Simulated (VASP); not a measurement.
```yaml
crystal:
  lattice:
    - [0.00000, 2.33544, 2.33544]
    - [2.33544, 0.00000, 2.33544]
    - [2.33544, 2.33544, 0.00000]
  atoms:
    - { symbol: Na, position: [0.00000, 0.00000, 0.00000] }
    - { symbol: F, position: [0.50000, 0.50000, 0.50000] }
```

The numbers are results of AM05 GGA, VASP's PBE PAW potentials (set 64) (plane waves; VASP 6.6.1), not measurements. Settings: 520 eV cut-off, 10×10×10 Γ-centred mesh, Gaussian smearing of 0.050 eV, potentials Na_pv F.

Q: Estimate the energy per atom (σ→0), band gap (on the k-mesh) with the smallest direct gap where there is one.

A: 
```yaml
band gap (on the k-mesh): 6.24 eV
smallest direct gap (on the k-mesh): 6.24 eV
energy per atom (σ→0): -4.252 eV/atom
```

The absolute energy has meaning only against runs of the same code, potentials and settings.

The compound is NaF in the rock salt structure. It was relaxed first.
